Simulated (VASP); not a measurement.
Here is the system:

```xyz
2
Lattice="0.0000 4.4225 4.4225 4.4225 0.0000 4.4225 4.4225 4.4225 0.0000" Properties=species:S:1:pos:R:3 pbc="T T T"
Cs     0.0000     0.0000     0.0000
I      2.2113     2.2113     2.2113
```

Level of theory: PBEsol GGA, VASP's PBE PAW potentials (set 64) (plane waves; VASP). Settings: 400 eV cut-off, 5×5×5 Γ-centred mesh, Gaussian smearing of 0.050 eV, potentials Cs_sv I.

Energy and stress use the plane-wave basis of the starting cell.

Question: The ions, cell shape and volume are relaxed. Give the cell that the relaxation ends in.

Answer: 
```xyz
2
Lattice="0.0000 4.2809 4.2809 4.2809 0.0000 4.2809 4.2809 4.2809 0.0000" Properties=species:S:1:pos:R:3 pbc="T T T"
Cs     0.0000     0.0000     0.0000
I      2.1404     2.1404     2.1404
```
Space group F-43m (216), at a tolerance of 0.03 Å.

Question: How do energy and volume change from the first to the last step?

Answer: The energy (σ→0) changes by -13.2 meV/atom and the volume by -9.3 %, in 4 ionic steps.

```
step  E(σ→0) (eV)  max force (eV/Å)  pressure (GPa)  volume (Å³)
----  -----------  ----------------  --------------  -----------
1         -5.5232             0.000           -0.48       173.00
2         -5.5395             0.000           -0.32       166.55
3         -5.5495             0.000           -0.05       158.17
4         -5.5496             0.000            0.00       156.90
```

The structure was generated: CsI was put into the zinc blende type (F-43m), which need not be its known phase. This run relaxes it. Symmetry was kept, so distortions that lower it aren't found.
